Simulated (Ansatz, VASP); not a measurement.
## Cross-check of Ta between VASP and Ansatz

Wanted: the spread between two codes on one cell, functional and k mesh. The cell is a member of a volume series, scaled by 1.02 from a relaxed one, so a pressure remains.

Main program and level: Ansatz 0.2.0; plane waves, with VASP 6.6.1 beside it; single point at PBEsol.

## Step 1: Set-up

It takes space group Im-3m (No. 229, cubic). The conventional cell has a = 3.313 Å, b = 3.313 Å, c = 3.313 Å, α = 90.00°, β = 90.00°, γ = 90.00°. Nearest to Ta lie 8 Ta at 2.87 Å.

As a file:

```cif
data_structure
_symmetry_space_group_name_H-M 'Im-3m'
_symmetry_Int_Tables_number 229
_cell_length_a 3.3131
_cell_length_b 3.3131
_cell_length_c 3.3131
_cell_angle_alpha 90.000
_cell_angle_beta 90.000
_cell_angle_gamma 90.000
_cell_volume 36.37
loop_
_atom_site_label
_atom_site_type_symbol
_atom_site_symmetry_multiplicity
_atom_site_Wyckoff_symbol
_atom_site_fract_x
_atom_site_fract_y
_atom_site_fract_z
_atom_site_occupancy
Ta1 Ta 2 a 0.00000 0.00000 0.00000 1
```

## Step 2: VASP: single point, PBEsol, volume scaled by 1.02

A single point gives forces, pressure and levels at one fixed geometry, so differences don't come from the geometry; what else differs is listed under the comparison.

Lines of VASP's logs that name or quote its potential files are left out, and so is its time.

Contents of INCAR:

```
SYSTEM = Ta
PREC = Accurate
ENCUT = 400
EDIFF = 1E-06
NELM = 100
ISMEAR = 1
SIGMA = 0.2
LREAL = .FALSE.
ALGO = Normal
GGA = PS
NBANDS = 11
LASPH = .TRUE.
LORBIT = 11
LWAVE = .FALSE.
LCHARG = .FALSE.
KPAR = 2
ISIF = 2
```

Contents of POSCAR:

```
Ta
1.0
   -1.6565605126      1.6565605126      1.6565605126
    1.6565605126     -1.6565605126      1.6565605126
    1.6565605126      1.6565605126     -1.6565605126
Ta
1
Direct
    0.0000000000      0.0000000000      0.0000000000
```

Contents of KPOINTS:

```
Automatic mesh
0
Gamma
9 9 9
0 0 0
```

PAW data sets: Ta_pv (PBE family, release 64).

Run with:

```
mpirun -np 2 vasp_std
```

Numbers of over 12 decimals in the logs are rounded to 6 here.

The log of the run:

```text
[banner, memory and clock lines left out]
running    2 mpi-ranks, on    1 nodes
 distrk:  each k-point on    1 cores,    2 groups
 distr:  one band on    1 cores,    1 groups

 POSCAR found type information on POSCAR Ta
 POSCAR found :  1 types and       1 ions
|                                                                             |
|               ----> ADVICE to this user running VASP <----                  |
|                                                                             |
|     You enforced a specific xc type in the INCAR file but a different       |
|     [... a line on the potential file left out ...]
|     I HOPE YOU KNOW WHAT YOU ARE DOING!                                     |
|                                                                             |

 LDA part: xc-table for (Slater+PW92), standard interpolation
 POSCAR, INCAR and KPOINTS ok, starting setup
 FFT: planning ... GRIDC
 FFT: planning ... GRID_SOFT
 FFT: planning ... GRID
 WAVECAR not read
 entering main loop
       N       E                     dE             d eps       ncg     rms          rms(c)
DAV:   1     0.499677626392E+02    0.49968E+02   -0.54429E+03   770   0.782E+02
DAV:   2    -0.121527839867E+02   -0.62121E+02   -0.60884E+02   847   0.225E+02
DAV:   3    -0.130576700062E+02   -0.90489E+00   -0.89148E+00   922   0.265E+01
DAV:   4    -0.130607153710E+02   -0.30454E-02   -0.30450E-02   857   0.169E+00
DAV:   5    -0.130607270348E+02   -0.11664E-04   -0.11663E-04   926   0.996E-02    0.136E+01
DAV:   6    -0.126431505870E+02    0.41758E+00   -0.36001E-01   857   0.662E+00    0.650E+00
DAV:   7    -0.125263511172E+02    0.11680E+00   -0.29108E-01   866   0.549E+00    0.428E-01
DAV:   8    -0.125251154445E+02    0.12357E-02   -0.10749E-02   889   0.872E-01    0.230E-01
DAV:   9    -0.125250525316E+02    0.62913E-04   -0.10922E-04   895   0.100E-01    0.219E-02
DAV:  10    -0.125250499439E+02    0.25877E-05   -0.40318E-06   886   0.220E-02    0.682E-03
DAV:  11    -0.125250499534E+02   -0.94649E-08   -0.59226E-07   521   0.866E-03
   1 F= -.12525050E+02 E0= -.12521863E+02  d E =-.956008E-02
```

OUTCAR, selected parts (step 2):

```text
ion  position               nearest neighbor table
   1  0.000  0.000  0.000-

  LATTYP: Found a body centered cubic cell.
 ALAT       =     3.3131210252

 Subroutine GETGRP returns: Found 48 space group operations
 (whereof 48 operations were pure point group operations)

The static configuration has the point symmetry O_h .

 Found     35 irreducible k-points:

   k-points           NKPTS =     35   k-points in BZ     NKDIM =     35   number of bands    NBANDS=     11

   dimension x,y,z NGX =    20 NGY =   20 NGZ =   20
   dimension x,y,z NGXF=    40 NGYF=   40 NGZF=   40

   ENCUT  =  400.0 eV  29.40 Ry    5.42 a.u.   4.68  4.68  4.68*2*pi/ulx,y,z

   NELECT =      11.0000    total number of electrons

 k-points in reciprocal lattice and weights: Automatic mesh
   0.00000000  0.00000000  0.00000000       0.001
   0.11111111  0.00000000  0.00000000       0.016
   0.22222222  0.00000000  0.00000000       0.016
   0.33333333  0.00000000  0.00000000       0.016
   0.44444444  0.00000000  0.00000000       0.016
   0.11111111  0.11111111  0.00000000       0.033
   0.22222222  0.11111111 -0.00000000       0.066
   0.33333333  0.11111111  0.00000000       0.066
   0.44444444  0.11111111  0.00000000       0.033
[...]
-0.44444444 -0.44444444  0.33333333       0.011
  -0.44444444  0.44444444  0.44444444       0.008

 average (electrostatic) potential at core
       1 -36.3509

 E-fermi :   5.2984

 k-point     1 :       0.0000    0.0000    0.0000
  band No.  band energies     occupation
      1     -27.8155      2.00000
      2     -27.8155      2.00000
      3     -27.8155      2.00000
      4      -2.6482      2.00000
      5       5.9658     -0.00003
      6       5.9658     -0.00003
      7       5.9658     -0.00003
      8       9.2020     -0.00000
      9       9.2020     -0.00000
    ...

 k-point     2 :       0.1111    0.0000    0.0000
  band No.  band energies     occupation
      1     -27.9601      2.00000
      2     -27.8602      2.00000
      3     -27.8163      2.00000
      4      -2.1134      2.00000
      5       5.6308     -0.04046
      6       5.8360     -0.00096
      7       6.4975     -0.00000
      8       8.7481     -0.00000
      9       9.2105     -0.00000
    ...

 k-point     3 :       0.2222    0.0000    0.0000
  band No.  band energies     occupation
    ...
      2     -27.9719      2.00000
      3     -27.8183      2.00000
      4      -0.7524      2.00000
      5       4.8909      2.01415
      6       5.2851      1.11254
      7       8.0252     -0.00000
      8       8.5460     -0.00000
      9       9.3259      0.00000
     10      19.8780      0.00000
     11      20.7310      0.00000

  Total       -0.6136965     -0.6136965     -0.6136965      0.0000000     -0.0000000     -0.0000000
  in kB      -54.0732272    -54.0732272    -54.0732272      0.0000000     -0.0000000     -0.0000000
  external PRESSURE =     -54.0732272 kB  Pullay stress =       0.0000000 kB

  energy-cutoff  :      400.00
  volume of cell :       18.18
      direct lattice vectors                 reciprocal lattice vectors
    -1.656560513  1.656560513  1.656560513     0.000000000  0.301830206  0.301830206
     1.656560513 -1.656560513  1.656560513     0.301830206  0.000000000  0.301830206
     1.656560513  1.656560513 -1.656560513     0.301830206  0.301830206  0.000000000

 POSITION                                       TOTAL-FORCE (eV/Angst)
 -----------------------------------------------------------------------------------
      0.00000      0.00000      0.00000        -0.000000      0.000000     -0.000000
 -----------------------------------------------------------------------------------
    total drift:                                0.000000     -0.000000      0.000000

  FREE ENERGIE OF THE ION-ELECTRON SYSTEM (eV)
  ---------------------------------------------------
  free  energy   TOTEN  =       -12.5250499534 eV

  energy  without entropy=      -12.5154898781  energy(sigma->0) =      -12.52186326

 total charge
# of ion       s       p       d       tot
------------------------------------------
    1        0.365   6.168   2.385   8.918

[... 3 further parts left out ...]
```

The scan keeps the cell's shape and the fractional positions fixed.

## Step 3: Ansatz: single point, PBEsol, volume scaled by 1.02

Ansatz runs on its default PAW (the set named soft_2) files.

The same cell, functional, mesh and smearing now go to Ansatz, which takes its cutoff from its data sets.

Contents of input.yaml:

```yaml
crystal:
  lattice:
    - [-1.6565605126, 1.6565605126, 1.6565605126]
    - [1.6565605126, -1.6565605126, 1.6565605126]
    - [1.6565605126, 1.6565605126, -1.6565605126]
  atoms:
    - { symbol: Ta, position: [0.0, 0.0, 0.0] }
hamiltonian:
  xc: pbesol
  pseudopotentials: { kind: paw }
kpoints:
  mp_grid: { grid: [9, 9, 9] }
scf:
  occupations: { method: methfessel_paxton, width: 0.2 }
  n_extra_bands: 4
output:
  forces: true
  stress: true
  eigenvalues: true
```

Run with:

```
ansatz run input.yaml --threads 2 --pin off --max-ram 4608MiB --backend cpu --events-out ev --progress --plain --runs-dir out
```

The log of the run:

```text
scf.n_extra_bands = 4 over 7 filled bands (N_el = 13.0): the run solves 11 bands
Engine: ansatz 0.2.0, aarch64-unknown-linux-gnu
Pseudopotentials: kind: paw
Pseudopotential: Ta, paw, valence charge 13, recommended cutoff 420 eV (normal), Ta.paw.azcp
Functional definition: PBEsol
  exchange = pbesol_x
  correlation = pbesol_c
Crystal: 1 atoms, lattice volume = 18.184 Å³
Basis set: ecut = 420 eV, 369 PW (Γ), exchange–correlation on 40×40×40 points (8 copies of the dense FFT grid, shifted against one another)
Bands: 11, of which v1, the nominal top of the filled ones, is band 7 counted from 1 (6 counted from 0)
Symmetry: 48 space group operations
Space group: Im-3m (ITA 229), of the structure as read, at distance tolerance 2.6e-5 Å
k-points: 35 of 729
Non-local potential: Ta, projectors of the file, l = 0: 3, l = 1: 2, l = 2: 2, l = 3: 1
PAW form: soft (Blöchl's): semilocal exchange-correlation on the pseudo side does not see the compensation charge
PAW frozen core: Ta, regenerated for the run's functional, and the local potential with it (the file was generated under x = pbe(κ = 0.804, μ = 0.219515), c = pbe(β = 0.066725))
PAW one-centre angular grid: Ta, 590 points (default); XC on 64 Gauss nodes
Initial density: superposition of atomic densities (neutral atoms: chi_scale 0, normalization atom), corrected by the library's trained network
Initial wavefunctions: pseudopotential atomic-orbital guess
Functional: x = pbesol(κ = 0.804, μ = 0.123457), c = pbesol(β = 0.046)
SCF iter   1: F=—  HF=-9806.472752 eV  |F-HF|=—  |Δ(HF+E_count)|=         —  Δρ=2.16e-3  dr2=2.27e-4  ethr=1.77e-3  ⟨swp⟩=5.1  Hψ=2043  notcnv=0
preconditioner: auto → none  [metal: Δε(μ)=0.017 eV  Ē_g=8.217 eV  σ=0.200 eV  W_gap=0.07  n_scr=0 (ndim 8)  ℏωp=19.5 eV  f_vac=0.000  D(μ)=2.33/eV (n_scr^D=42)]
SCF iter   2: F=—  HF=-9806.472574 eV  |F-HF|=—  |Δ(HF+E_count)|=   1.78e-4  S|Δr|=    0.00e0  Δρ=1.02e-3  dr2=4.81e-5  ethr=1.75e-6  ⟨swp⟩=2.1  Hψ=853  notcnv=0
SCF iter   3: F=—  HF=-9806.472611 eV  |F-HF|=—  |Δ(HF+E_count)|=   3.71e-5  S|Δr|=    0.00e0  Δρ=1.51e-4  dr2=1.31e-6  ethr=3.70e-7  ⟨swp⟩=1.2  Hψ=390  notcnv=0
SCF iter   4: F=—  HF=-9806.472611 eV  |F-HF|=—  |Δ(HF+E_count)|=   4.03e-8  S|Δr|=    0.00e0  Δρ=4.19e-5  dr2=1.00e-7  ethr=7.69e-10  ⟨swp⟩=6.5  Hψ=1963  notcnv=0
SCF iter   5: F=-9806.472611 eV  HF=-9806.472611 eV  |F-HF|=1.01e-8  |Δ(HF+E_count)|=   3.10e-8  S|Δr|=    0.00e0  Δρ=2.08e-5  dr2=2.04e-8  ethr=7.69e-10  ⟨swp⟩=3.9  Hψ=1023  notcnv=0
SCF 1 converged in 5 iterations: F = -9806.472611 eV  dr2 = 2.04e-8
  greatest PAW one-centre occupation: 1.000 electrons in one spin orbital (limit 2), on the Ta atom at site 0 (counted from 0), in its partial waves of l = 0
SCF converged after 5 iterations
Stability not checked: this state was not tested for a lower state beside it, because cold or Methfessel-Paxton smearing, or corrected tetrahedra, fill the levels in a way that the test cannot read (fill_not_monotonic; see scf.lower_state_search)
Free energy (F): -9806.472611 eV
Harris-Foulkes:  -9806.472611 eV  (|F-HF|=1.01e-8)
Internal energy: -9806.463011 eV  (E = F + TS)
E sigma→0 (E₀):  -9806.470211 eV
Entropy (-TS):   -0.009600 eV (-9.600 meV/atom)
Fermi energy:    18.325914 eV
--- Per-component energies (eV) ---
  E_band       = -107.920636
  E_kinetic    = 365.706862
  E_local      = -555.623120  (includes V_loc(G=0)·N_el)
  E_nonlocal   = 17.427088
  E_hartree    = 191.607840
  E_xc         = -216.761301
  E_vxc        = -203.521094  (∫ρ·V_xc dr)
  E_paw        = -8272.496724  (= ΣΔE_a)
  E_vpaw       = -115.126653  (= ΣTr[D̂ρ^β])
  E_aug_tail   = 0.000122  (compensation charges beyond the density's cutoff)
  E_ewald      = -1336.537424
  E_core_change = 0.213646  (= ΣΔE_core)
  E_smearing   = -0.009600  (= −TS)
  E_closure    = -0.000000  (closes the sum)
  Σ components = -9806.472611   (vs F -9806.472611, Δ=0.00e0)
--- Forces (eV/Å), atoms counted from 1 ---
  atom   1  Ta     0.00000000     0.00000000     0.00000000
  max |Σ_I F_I| component: 1.95e-32 eV/Å
--- Stress (GPa, compression-positive) ---
       -5.505500       0.000000       0.000000
       -0.000000      -5.505500       0.000000
        0.000000       0.000000      -5.505500
  P = ⅓ Tr σ = -5.5055 GPa (-55.055 kbar)
--- Band table (eV; the first three rows and the last of 35) ---
  k-point 0: bands = [... 3 lower, -14.7483, 10.3980, 18.9928, 18.9928, 18.9928, 22.2290, 22.2290, 32.8690]
  k-point 1: bands = [... 3 lower, -14.7490, 10.9297, 18.6582, 18.8635, 19.5249, 21.7730, 22.2373, 33.3050]
  k-point 2: bands = [... 3 lower, -14.7510, 12.2847, 17.9190, 18.3129, 21.0518, 21.5720, 22.3525, 33.4271]
  k-point 34: bands = [... 3 lower, -15.5240, 14.6618, 14.7196, 23.7265, 23.7265, 24.7561, 25.9379, 28.4060]
```

Wall time 0.51 s (2 threads of Arm Neoverse V1, shared host); peak memory 0.25 GiB.

The run ends at a pressure of -5.51 GPa.

## Step 4: Side by side

Known differences besides the potentials themselves: the data sets hold 13 valence electrons in Ansatz (default PAW (the set named soft_2) files) and 11 in VASP; the cutoff is 420 eV in Ansatz and 400 eV in VASP; Ansatz makes its cores anew for this functional, VASP keeps those of its PBE data sets. Total energies have different zeros and are not compared.

Both answers:

```
      quantity  Ansatz   VASP  difference
pressure (GPa)   -5.51  -5.41       -0.10
```

Ansatz's pressure holds a Pulay correction of 0.05 GPa; VASP's holds none.

## Step 5: Results

| Property | Result |
| --- | --- |
| difference in pressure (single point, PBEsol, volume scaled by 1.02) | -0.098 GPa |

What this shows: The difference in pressure is -0.098 GPa (single point, PBEsol, volume scaled by 1.02), within the 1 GPa picked in this series as the mark of a large difference. 1 further run of this series is not shown here. Such differences can come from data sets, numerical settings and the points named under the comparisons, not from the functional's error against experiment.

[Lines on the potential files, build, host, timing and source positions are cut from VASP's logs without a mark.]

[Logs are printed without paths, hosts, clocks, repeated set-up lines and the standing remarks that a program may print on its own settings, such as how far it seeks lower states.]

[Hosts, paths, dates, database ids (printed as entryN), source tags and the programs' standing remarks are cut or masked in the printed files.]
